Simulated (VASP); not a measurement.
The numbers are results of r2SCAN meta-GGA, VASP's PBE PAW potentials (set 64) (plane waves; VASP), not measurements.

Input for VASP

### INCAR
```
EDIFF  =  1E-7
LOPTICS  =  .TRUE.
LMAXMIX  =  6
LCHARG  =  .FALSE.
SIGMA  =  0.01
ISMEAR  =  0
LWAVE  =  .FALSE.
LREAL  =  .FALSE.   ! projection in real space or not
ENCUT  =  400
METAGGA  =  R2SCAN
NBANDS  =  96
ALGO  =  Normal   ! blocked Davidson
LMIXTAU  =  .TRUE.
NELM  =  100
CSHIFT  =  0.1
PREC  =  Accurate
LASPH  =  .TRUE.
SYSTEM  =  HgTe
LPEAD  =  .TRUE.
NEDOS  =  1001
```

**KPOINTS**
```
Automatic mesh
0
Gamma
12 12 5
0 0 0
```

**POSCAR**
```
HgTe
1
    4.6809154570     0.0000000000     0.0000000000
   -2.3404577284     4.0537913891    -0.0000000000
   -0.0000000000    -0.0000000000    10.4006780423
Hg Te
3 3
Direct
  0.3058201289   0.3058201289   0.0000000000
  0.6941798711   0.0000000000   0.3333330000
  1.0000000000   0.6941798711   0.6666670000
  0.4890390600   0.4890390600   0.5000000000
  0.5109609400   0.0000000000   0.8333330000
  1.0000000000   0.5109609400   0.1666670000
```

POTCAR, in this order: Hg Te (PBE.64 set). Program: vasp_std.

The run wrote:

File stdout:
```
 POSCAR found type information on POSCAR HgTe
 POSCAR found :  2 types and       6 ions
 Reading from existing POTCAR
 Reading from existing POTCAR

 -----------------------------------------------------------------------------
|                                                                             |
|               ----> ADVICE to this user running VASP <----                  |
|                                                                             |
|     You enforced a specific xc type in the INCAR file but a different       |
|     type was found in the POTCAR file.                                      |
|     I HOPE YOU KNOW WHAT YOU ARE DOING!                                     |
|                                                                             |
 -----------------------------------------------------------------------------

 LDA part: xc-table for (None), standard interpolation
 POSCAR, INCAR and KPOINTS ok, starting setup

 -----------------------------------------------------------------------------
|                     _     ____    _    _    _____     _                     |
|                    | |   |  _ \  | |  | |  / ____|   | |                    |
|                    | |   | |_) | | |  | | | |  __    | |                    |
|                    |_|   |  _ <  | |  | | | | |_ |   |_|                    |
|                     _    | |_) | | |__| | | |__| |    _                     |
|                    (_)   |____/   \____/   \_____|   (_)                    |
|                                                                             |
|                                                                             |
|     internal error in GENERATE_KPOINTS_TRANS: number of G-vector            |
|     changed in star 3580 3579                                               |
|                                                                             |
|     If you are not a developer, you should not encounter this problem.      |
|     Please submit a bug report.                                             |
|                                                                             |
 -----------------------------------------------------------------------------
```

VASP stops with an error: internal error in GENERATE_KPOINTS_TRANS: number of G-vector changed in star 3580 3579 If you are not a developer, you should not encounter this problem. Please submit a bug report.

The structure comes from a computed database's HgTe entry (P3_121); how it stands against other phases isn't given here. It was relaxed first.
